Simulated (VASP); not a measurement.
VASP input:

**KPOINTS**
```
Automatic
0
Gamma
  11 11 6
0 0 0
```

**INCAR**
```
! general
SYSTEM   =  Lu
PREC     =  Accurate
ENCUT    =  520
LREAL    =  .FALSE.
LASPH    =  .TRUE.

! electronic loop
EDIFF    =  1E-6
NELM     =  100
ALGO     =  Normal
LMAXMIX  =  6

! smearing
ISMEAR   =  1
SIGMA    =  0.1

! functional
GGA      =  PE
IVDW     =  11

! ions
IBRION   =  2
NSW      =  60
ISIF     =  3
EDIFFG   =  -0.01

! output
LWAVE    =  .FALSE.
LCHARG   =  .FALSE.
```

POSCAR:
```
Lu
1
    1.7500000000    -3.0310890000     0.0000000000
    1.7500000000     3.0310890000     0.0000000000
    0.0000000000     0.0000000000     5.5500000000
Lu
2
Direct
  0.3333330000   0.6666670000   0.2500000000
  0.6666670000   0.3333330000   0.7500000000
```

POTCAR, in this order: Lu_3 (PBE.64 set). Program: vasp_std.

Q: Translate this PBE-D3 (zero damping) calculation to Quantum ESPRESSO's pw.x.

A: One equivalent input (not run):
```
&CONTROL
  calculation = 'vc-relax'
  pseudo_dir = './pseudo'
  outdir = './out'
  tprnfor = .true.
  tstress = .true.
  nstep = 60
  forc_conv_thr = 0.00039
/
&SYSTEM
  ibrav = 0
  nat = 2
  ntyp = 1
  ecutwfc = 100
  occupations = 'smearing'
  smearing = 'methfessel-paxton'
  degauss = 0.00735
  input_dft = 'pbe'
  vdw_corr = 'grimme-d3'
  dftd3_version = 3
  dftd3_threebody = .false.
/
&ELECTRONS
  conv_thr = 7.3e-08
  electron_maxstep = 100
/
&IONS
/
&CELL
/
ATOMIC_SPECIES
  Lu 174.967 Lu.upf
CELL_PARAMETERS angstrom
     1.7500000   -3.0310890    0.0000000
     1.7500000    3.0310890    0.0000000
     0.0000000    0.0000000    5.5500000
ATOMIC_POSITIONS crystal
  Lu   0.3333330  0.6666670  0.2500000
  Lu   0.6666670  0.3333330  0.7500000
K_POINTS automatic
  11 11 6 0 0 0
```
The two are equivalent in intent, not identical: the potentials are each code's own (VASP's PAW set, PseudoDojo norm-conserving files in pw.x), so ENCUT and ecutwfc are chosen apart and not converted; conv_thr bounds pw.x's estimated SCF error, while EDIFF bounds the energy change between steps; forc_conv_thr acts on force components and is met together with etot_conv_thr.

The compound is Lu in the hcp structure. This run relaxes it. Symmetry was kept, so distortions that lower it aren't found.
